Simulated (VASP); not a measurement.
Computed with r2SCAN meta-GGA, VASP's PBE PAW potentials (set 64) (plane waves; VASP 6.6.1).

VASP ran on this input.

INCAR:
```
ALGO=Normal
EDIFF=1E-7
ENCUT=480
ISIF=2
ISMEAR=1
LASPH=.TRUE.
LCHARG=.FALSE.
LMAXMIX=4
LMIXTAU=.TRUE.
LREAL=.FALSE.
LWAVE=.FALSE.
METAGGA=R2SCAN
NELM=100
PREC=Accurate
SIGMA=0.1
SYSTEM=In
```

**KPOINTS**
```
Automatic mesh
0
Gamma
14 14 14
0 0 0
```

### POSCAR
```
In
2.5170960
 -0.6461854272   0.6461854272   0.9999998739
  0.6461854272  -0.6461854272   0.9999998739
  0.6461854272   0.6461854272  -0.9999998739
In
1
direct
  0.0000000000   1.0000000000   0.0000000000
```

POTCAR, in this order: In_d (PBE.64 set). Program: vasp_std.

The resulting files:

### OSZICAR
```
       N       E                     dE             d eps       ncg     rms          rms(c)
DAV:   1     0.491313036375E+02    0.49131E+02   -0.63760E+03  4906   0.158E+03
DAV:   2    -0.221824469404E+02   -0.71314E+02   -0.70333E+02  4966   0.288E+02
DAV:   3    -0.250034427291E+02   -0.28210E+01   -0.28084E+01  5616   0.669E+01
DAV:   4    -0.250729781970E+02   -0.69535E-01   -0.69499E-01  6566   0.104E+01
DAV:   5    -0.250756859753E+02   -0.27078E-02   -0.27076E-02  6086   0.159E+00    0.351E+00
DAV:   6    -0.224412288805E+02    0.26345E+01   -0.15849E+00  5470   0.316E+01    0.139E+00
DAV:   7    -0.225525486277E+02   -0.11132E+00   -0.17450E-01  5050   0.889E+00    0.118E+00
DAV:   8    -0.225306121054E+02    0.21937E-01   -0.11225E-01  4958   0.333E+00    0.267E-01
DAV:   9    -0.225743952274E+02   -0.43783E-01   -0.40941E-02  4942   0.206E+00    0.214E-01
DAV:  10    -0.225703244538E+02    0.40708E-02   -0.26399E-03  5464   0.754E-01    0.142E-01
DAV:  11    -0.225741974905E+02   -0.38730E-02   -0.34223E-03  5038   0.928E-01    0.205E-01
DAV:  12    -0.225753740753E+02   -0.11766E-02   -0.12347E-03  5270   0.608E-01    0.228E-02
DAV:  13    -0.225756031582E+02   -0.22908E-03   -0.23366E-04  5164   0.204E-01    0.191E-02
DAV:  14    -0.225756035408E+02   -0.38262E-06   -0.10153E-05  5938   0.331E-02    0.363E-02
DAV:  15    -0.225756069907E+02   -0.34499E-05   -0.15983E-06  5148   0.146E-02    0.297E-02
DAV:  16    -0.225756131043E+02   -0.61136E-05   -0.40552E-06  5124   0.393E-02    0.161E-02
DAV:  17    -0.225756143628E+02   -0.12585E-05   -0.36811E-07  5090   0.750E-03    0.149E-02
DAV:  18    -0.225756150259E+02   -0.66305E-06   -0.27064E-07  5104   0.543E-03    0.104E-02
DAV:  19    -0.225756155637E+02   -0.53779E-06   -0.40646E-07  5176   0.782E-03    0.432E-03
DAV:  20    -0.225756154450E+02    0.11871E-06   -0.86607E-08  3342   0.538E-03    0.163E-03
DAV:  21    -0.225756154786E+02   -0.33621E-07   -0.87642E-09  2606   0.119E-03
   1 F= -.22575615E+02 E0= -.22575602E+02  d E =-.414473E-04
```

**OUTCAR**
```
------------------------ aborting loop because EDIFF is reached ----------------------------------------
  FORCE on cell =-STRESS in cart. coord.  units (eV):
  Direction    XX          YY          ZZ          XY          YZ          ZX
  --------------------------------------------------------------------------------------
  Total       -0.0949722     -0.0949722     -0.0917251      0.0000000      0.0000000      0.0000000
  in kB       -5.7125953     -5.7125953     -5.5172790      0.0000000      0.0000000      0.0000000
  external PRESSURE =      -5.6474899 kB  Pullay stress =       0.0000000 kB
  volume of cell :       26.64
      direct lattice vectors                 reciprocal lattice vectors
    -1.626510754  1.626510754  2.517095682     0.000000000  0.307406513  0.198641634
     1.626510754 -1.626510754  2.517095682     0.307406513  0.000000000  0.198641634
     1.626510754  1.626510754 -2.517095682     0.307406513  0.307406513  0.000000000
 POSITION                                       TOTAL-FORCE (eV/Angst)
 -----------------------------------------------------------------------------------
      0.00000      0.00000      0.00000        -0.000000     -0.000000     -0.000000
 -----------------------------------------------------------------------------------
    total drift:                               -0.000000      0.000000      0.000000
  FREE ENERGIE OF THE ION-ELECTRON SYSTEM (eV)
  ---------------------------------------------------
  free  energy   TOTEN  =       -22.5756154786 eV

  energy  without entropy=      -22.5755740313  energy(sigma->0) =      -22.57560166
```
(Selected blocks of OUTCAR.)

The compound is In in the bct structure. This cell was strained or had an atom moved on purpose.
